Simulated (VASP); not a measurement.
# GW on SiC (Moissanite 3C), part 2 of 8

How does the gap of SiC (Moissanite 3C) change from the starting functional to GW? The cell is of the zinc-blende type, one of the forms listed for this formula. The start is a cell from a database of measured crystal structures.

VASP 6.6.1, plane waves and PAW; the level of theory is named at each step.

So far, gap on the k-mesh (eV): step 2 (empty bands, functional LDA) 1.30.

**3. evGW0**

This step: evGW0 on LDA; plane waves and PAW (Si_GW, C_GW) (VASP 6.6.1).

The lowest NBANDSGW levels in G are updated for four passes while W stays fixed, so the result depends less on the starting levels.

INCAR reads:

```
SYSTEM = SiC
PREC = Accurate
ENCUT = 440
ISMEAR = 0
SIGMA = 0.01
LREAL = .FALSE.
GGA = CA
NBANDS = 116
ALGO = EVGW0
NELMGW = 4
ENCUTGW = 180
NOMEGA = 48
PRECFOCK = Fast
NBANDSGW = 12
LWAVE = .FALSE.
LCHARG = .FALSE.
```

POSCAR reads:

```
SiC
1.0
    0.0000000000      2.1790000000      2.1790000000
    2.1790000000      0.0000000000      2.1790000000
    2.1790000000      2.1790000000      0.0000000000
Si C
1 1
Direct
    0.0000000000      0.0000000000      0.0000000000
    0.7500000000      0.7500000000      0.7500000000
```

KPOINTS reads:

```
Automatic mesh
0
Gamma
6 6 6
0 0 0
```

Potentials, in the order of the species: Si_GW and C_GW (LDA family, release 64).

The run is started by

```console
$ mpirun -np 4 vasp_std
```

What it wrote:

```text
[banner, memory and clock lines left out]
running    4 mpi-ranks, on    1 nodes
 distrk:  each k-point on    4 cores,    1 groups
 distr:  one band on    1 cores,    4 groups

 POSCAR found type information on POSCAR SiC
 POSCAR found :  2 types and       2 ions
|                                                                             |
|           W    W    AA    RRRRR   N    N  II  N    N   GGGG   !!!           |
|           W    W   A  A   R    R  NN   N  II  NN   N  G    G  !!!           |
|           W    W  A    A  R    R  N N  N  II  N N  N  G       !!!           |
|           W WW W  AAAAAA  RRRRR   N  N N  II  N  N N  G  GGG   !            |
|           WW  WW  A    A  R   R   N   NN  II  N   NN  G    G                |
|           W    W  A    A  R    R  N    N  II  N    N   GGGG   !!!           |
|                                                                             |
|     The default for ENCUTGWSOFT is different in this version of VASP.       |
|     please manually set ENCUTGWSOFT =180 in the INCAR file.                 |
|                                                                             |

 LDA part: xc-table for (Slater(with rela. corr.)+CA(PZ))
 , standard interpolation
 found WAVECAR, reading the header
 POSCAR, INCAR and KPOINTS ok, starting setup
 FFT: planning ... GRIDC
 FFT: planning ... GRID_SOFT
 FFT: planning ... GRID
 reading WAVECAR
 the WAVECAR file was read successfully
 initial charge from wavefunction
 available memory per node:    187.57 GB, setting MAXMEM to    192074

 The Fermi energy was updated, please check that it is located mid-gap
 values below the HOMO (VB) or above the LUMO (CB) will cause erroneous energies
 E-fermi :   8.3976

 calculate exact exchange contribution
 the WAVEDER file was read successfully
energies w=
    0.000    0.000    0.564    0.000    1.125    0.000    1.682    0.000
    2.233    0.000    2.775    0.000    3.309    0.000    3.832    0.000
    4.346    0.000    4.850    0.000    5.346    0.000    5.833    0.000
    6.313    0.000    6.788    0.000    7.259    0.000    7.727    0.000
    8.195    0.000    8.664    0.000    9.136    0.000    9.615    0.000
   10.101    0.000   10.599    0.000   11.111    0.000   11.639    0.000
   12.190    0.000   12.766    0.000   13.374    0.000   14.018    0.000
   14.706    0.000   15.447    0.000   16.252    0.000   17.133    0.000
   18.106    0.000   19.193    0.000   20.419    0.000   21.820    0.000
   23.440    0.000   25.345    0.000   27.620    0.000   30.394    0.000
   33.854    0.000   38.297    0.000   44.211    0.000   52.464    0.000
   64.761    0.000   84.982    0.000  124.254    0.000  232.755    0.000
 responsefunction array rank=     120
 LDA part: xc-table for (Slater(with rela. corr.)+CA(PZ))
 , standard interpolation

 min. memory requirement per mpi rank    157.5 MB, per node    630.0 MB

 allocating  12 responsefunctions rank=   120
 shmem allocating  48 responsefunctions rank=   120
 response function shared by NCSHMEM nodes    1
 Doing           12  frequencies on each core in blocks of           48
NQ=   1    0.0000    0.0000    0.0000,
|.........|.........|.........|.........|.........|.........|.........|.........
 performed        238000 updates of chi_q(r,r)
 total number of BLAS operations         24.32 Gflops
NQ=   2    0.1667    0.0000    0.0000,
|.........|.........|.........|.........|.........|.........|.........|.........
 performed        665000 updates of chi_q(r,r)
 total number of BLAS operations         70.33 Gflops
NQ=   3    0.3333    0.0000    0.0000,
|.........|.........|.........|.........|.........|.........|.........|.........
 performed       1092000 updates of chi_q(r,r)
 total number of BLAS operations        117.13 Gflops
NQ=   4    0.5000    0.0000    0.0000,
|.........|.........|.........|.........|.........|.........|.........|.........
 performed       1452000 updates of chi_q(r,r)
 total number of BLAS operations        150.78 Gflops
NQ=   5    0.1667    0.1667    0.0000,
|.........|.........|.........|.........|.........|.........|.........|.........
 performed       1879000 updates of chi_q(r,r)
 total number of BLAS operations        194.44 Gflops
NQ=   6    0.3333    0.1667    0.0000,
|.........|.........|.........|.........|.........|.........|.........|.........
 performed       2545000 updates of chi_q(r,r)
 total number of BLAS operations        264.99 Gflops
NQ=   7    0.5000    0.1667    0.0000,
|.........|.........|.........|.........|.........|.........|.........|.........
 performed       3211000 updates of chi_q(r,r)
 total number of BLAS operations        335.54 Gflops
NQ=   8   -0.3333    0.1667    0.0000,
|.........|.........|.........|.........|.........|.........|.........|.........
 performed       3877000 updates of chi_q(r,r)
 total number of BLAS operations        406.09 Gflops
NQ=   9   -0.1667    0.1667    0.0000,
|.........|.........|.........|.........|.........|.........|.........|.........
 performed       4454000 updates of chi_q(r,r)
 total number of BLAS operations        463.03 Gflops
NQ=  10    0.3333    0.3333    0.0000,
|.........|.........|.........|.........|.........|.........|.........|.........
 performed       4881000 updates of chi_q(r,r)
 total number of BLAS operations        506.69 Gflops
NQ=  11    0.5000    0.3333    0.0000,
|.........|.........|.........|.........|.........|.........|.........|.........
 performed       5547000 updates of chi_q(r,r)
 total number of BLAS operations        568.91 Gflops
NQ=  12   -0.3333    0.3333    0.0000,
|.........|.........|.........|.........|.........|.........|.........|.........
 performed       6124000 updates of chi_q(r,r)
 total number of BLAS operations        631.10 Gflops
NQ=  13    0.5000    0.5000    0.0000,
|.........|.........|.........|.........|.........|.........|.........|.........
 performed       6445000 updates of chi_q(r,r)
 total number of BLAS operations        665.72 Gflops
NQ=  14    0.5000    0.3333    0.1667,
|.........|.........|.........|.........|.........|.........|.........|.........
 performed       7195000 updates of chi_q(r,r)
 total number of BLAS operations        738.35 Gflops
NQ=  15   -0.3333    0.3333    0.1667,
|.........|.........|.........|.........|.........|.........|.........|.........
 performed       7900000 updates of chi_q(r,r)
 total number of BLAS operations        809.18 Gflops
NQ=  16   -0.3333    0.5000    0.1667,
|.........|.........|.........|.........|.........|.........|.........|.........
 performed       8480000 updates of chi_q(r,r)
 total number of BLAS operations        865.38 Gflops
 resolving degeneracies of screened two electron integrals

[...]
total number of BLAS operations        809.18 Gflops
NQ=  16   -0.3333    0.5000    0.1667,
|.........|.........|.........|.........|.........|.........|.........|.........
 performed       8480000 updates of chi_q(r,r)
 total number of BLAS operations        865.38 Gflops
 resolving degeneracies of screened two electron integrals

 calculate QP shifts <psi_nk| G(iteration)W_0 |psi_nk>: iteration 2
 allocating  12 responsefunctions rank=   120
 shmem allocating  48 responsefunctions rank=   120
 response function shared by NCSHMEM nodes    1
 Doing           12  frequencies on each core in blocks of           48
NQ=   1    0.0000    0.0000    0.0000,
|.........|.........|.........|.........|.........|.........|.........|.........
 performed        238000 updates of chi_q(r,r)
 total number of BLAS operations         24.32 Gflops
NQ=   2    0.1667    0.0000    0.0000,
|.........|.........|.........|.........|.........|.........|.........|.........
 performed        665000 updates of chi_q(r,r)
 total number of BLAS operations         70.33 Gflops
NQ=   3    0.3333    0.0000    0.0000,
|.........|.........|.........|.........|.........|.........|.........|.........
 performed       1092000 updates of chi_q(r,r)
 total number of BLAS operations        117.13 Gflops
NQ=   4    0.5000    0.0000    0.0000,
|.........|.........|.........|.........|.........|.........|.........|.........
 performed       1452000 updates of chi_q(r,r)
 total number of BLAS operations        150.78 Gflops
NQ=   5    0.1667    0.1667    0.0000,
|.........|.........|.........|.........|.........|.........|.........|.........
 performed       1879000 updates of chi_q(r,r)
 total number of BLAS operations        194.44 Gflops
NQ=   6    0.3333    0.1667    0.0000,
|.........|.........|.........|.........|.........|.........|.........|.........
 performed       2545000 updates of chi_q(r,r)
 total number of BLAS operations        264.99 Gflops
NQ=   7    0.5000    0.1667    0.0000,
|.........|.........|.........|.........|.........|.........|.........|.........
 performed       3211000 updates of chi_q(r,r)
 total number of BLAS operations        335.54 Gflops
NQ=   8   -0.3333    0.1667    0.0000,
|.........|.........|.........|.........|.........|.........|.........|.........
 performed       3877000 updates of chi_q(r,r)
 total number of BLAS operations        406.09 Gflops
NQ=   9   -0.1667    0.1667    0.0000,
|.........|.........|.........|.........|.........|.........|.........|.........
 performed       4454000 updates of chi_q(r,r)
 total number of BLAS operations        463.03 Gflops
NQ=  10    0.3333    0.3333    0.0000,
|.........|.........|.........|.........|.........|.........|.........|.........
 performed       4881000 updates of chi_q(r,r)
 total number of BLAS operations        506.69 Gflops
NQ=  11    0.5000    0.3333    0.0000,
|.........|.........|.........|.........|.........|.........|.........|.........
 performed       5547000 updates of chi_q(r,r)
 total number of BLAS operations        568.91 Gflops
NQ=  12   -0.3333    0.3333    0.0000,
|.........|.........|.........|.........|.........|.........|.........|.........
 performed       6124000 updates of chi_q(r,r)
 total number of BLAS operations        631.10 Gflops
NQ=  13    0.5000    0.5000    0.0000,
|.........|.........|.........|.........|.........|.........|.........|.........
 performed       6445000 updates of chi_q(r,r)
 total number of BLAS operations        665.72 Gflops
NQ=  14    0.5000    0.3333    0.1667,
|.........|.........|.........|.........|.........|.........|.........|.........
 performed       7195000 updates of chi_q(r,r)
 total number of BLAS operations        738.35 Gflops
NQ=  15   -0.3333    0.3333    0.1667,
|.........|.........|.........|.........|.........|.........|.........|.........
 performed       7900000 updates of chi_q(r,r)
 total number of BLAS operations        809.18 Gflops
NQ=  16   -0.3333    0.5000    0.1667,
|.........|.........|.........|.........|.........|.........|.........|.........
 performed       8480000 updates of chi_q(r,r)
 total number of BLAS operations        865.38 Gflops
 resolving degeneracies of screened two electron integrals

 calculate QP shifts <psi_nk| G(iteration)W_0 |psi_nk>: iteration 3
 allocating  12 responsefunctions rank=   120
 shmem allocating  48 responsefunctions rank=   120
 response function shared by NCSHMEM nodes    1
 Doing           12  frequencies on each core in blocks of           48
NQ=   1    0.0000    0.0000    0.0000,
|.........|.........|.........|.........|.........|.........|.........|.........
 performed        238000 updates of chi_q(r,r)
 total number of BLAS operations         24.32 Gflops
NQ=   2    0.1667    0.0000    0.0000,
|.........|.........|.........|.........|.........|.........|.........|.........
 performed        665000 updates of chi_q(r,r)
 total number of BLAS operations         70.33 Gflops
NQ=   3    0.3333    0.0000    0.0000,
|.........|.........|.........|.........|.........|.........|.........|.........
 performed       1092000 updates of chi_q(r,r)
 total number of BLAS operations        117.13 Gflops
NQ=   4    0.5000    0.0000    0.0000,
|.........|.........|.........|.........|.........|.........|.........|.........
 performed       1452000 updates of chi_q(r,r)
 total number of BLAS operations        150.78 Gflops
NQ=   5    0.1667    0.1667    0.0000,
|.........|.........|.........|.........|.........|.........|.........|.........
 performed       1879000 updates of chi_q(r,r)
 total number of BLAS operations        194.44 Gflops
NQ=   6    0.3333    0.1667    0.0000,
|.........|.........|.........|.........|.........|.........|.........|.........
 performed       2545000 updates of chi_q(r,r)
 total number of BLAS operations        264.99 Gflops
NQ=   7    0.5000    0.1667    0.0000,
|.........|.........|.........|.........|.........|.........|.........|.........
 performed       3211000 updates of chi_q(r,r)
 total number of BLAS operations        335.54 Gflops
NQ=   8   -0.3333    0.1667    0.0000,
|.........|.........|.........|.........|.........|.........|.........|.........
 performed       3877000 updates of chi_q(r,r)
 total number of BLAS operations        406.09 Gflops
NQ=   9   -0.1667    0.1667    0.0000,
|.........|.........|.........|.........|.........|.........|.........|.........
 performed       4454000 updates of chi_q(r,r)
 total number of BLAS operations        463.03 Gflops
NQ=  10    0.3333    0.3333    0.0000,
|.........|.........|.........|.........|.........|.........|.........|.........
 performed       4881000 updates of chi_q(r,r)
 total number of BLAS operations        506.69 Gflops
NQ=  11    0.5000    0.3333    0.0000,
|.........|.........|.........|.........|.........|.........|.........|.........
 performed       5547000 updates of chi_q(r,r)
 total number of BLAS operations        568.91 Gflops
NQ=  12   -0.3333    0.3333    0.0000,
|.........|.........|.........|.........|.........|.........|.........|.........
 performed       6124000 updates of chi_q(r,r)
 total number of BLAS operations        631.10 Gflops
NQ=  13    0.5000    0.5000    0.0000,
|.........|.........|.........|.........|.........|.........|.........|.........
 performed       6445000 updates of chi_q(r,r)
 total number of BLAS operations        665.72 Gflops
NQ=  14    0.5000    0.3333    0.1667,
|.........|.........|.........|.........|.........|.........|.........|.........
 performed       7195000 updates of chi_q(r,r)
 total number of BLAS operations        738.35 Gflops
NQ=  15   -0.3333    0.3333    0.1667,
|.........|.........|.........|.........|.........|.........|.........|.........
 performed       7900000 updates of chi_q(r,r)
 total number of BLAS operations        809.18 Gflops
NQ=  16   -0.3333    0.5000    0.1667,
|.........|.........|.........|.........|.........|.........|.........|.........
 performed       8480000 updates of chi_q(r,r)
 total number of BLAS operations        865.38 Gflops
 resolving degeneracies of screened two electron integrals

 calculate QP shifts <psi_nk| G(iteration)W_0 |psi_nk>: iteration 4
 entering main loop
```

It took 9.5 min on 4 MPI ranks of AMD EPYC 7R43, shared host; peak memory 0.71 GiB.

[end of part 2 of 8]

[Lines on the potential files, build, host, timing and source positions are cut from VASP's logs without a mark.]

[Logs are printed without paths, hosts, clocks, repeated set-up lines and the standing remarks that a program may print on its own settings, such as how far it seeks lower states.]

[Hosts, paths, dates, database ids (printed as entryN), source tags and the programs' standing remarks are cut or masked in the printed files.]

[Pressures printed for these runs are not shown converged in the cutoff: they can be off by several GPa and have the wrong sign.]
